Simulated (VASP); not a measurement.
Here is the system:

```
CELL_PARAMETERS angstrom
      0.00000     1.99210     1.99210
      1.99210     0.00000     1.99210
      1.99210     1.99210     0.00000
ATOMIC_POSITIONS crystal
  Li 0.00000 0.00000 0.00000
  F  0.50000 0.50000 0.50000
```

The numbers are results of PBE GGA, VASP's PBE PAW potentials (set 64) (plane waves; VASP 6.6.1), not measurements. Numerical set-up: 400 eV cut-off, 10×10×10 Γ-centred mesh, Gaussian smearing of 0.010 eV, potentials Li_sv F.

At this cut-off the stress carries a Pulay error, which pulls relaxed volumes low.

### Question
Give the stress tensor in GPa (positive for a compressed cell).

### Answer

```
-8.54   0.00   0.00
 0.00  -8.54   0.00
 0.00   0.00  -8.54
```
The pressure is its mean diagonal, -8.54 GPa.

The structure comes from a computed database's LiF entry; how it stands against other phases isn't given here. The cell was not relaxed at this level.
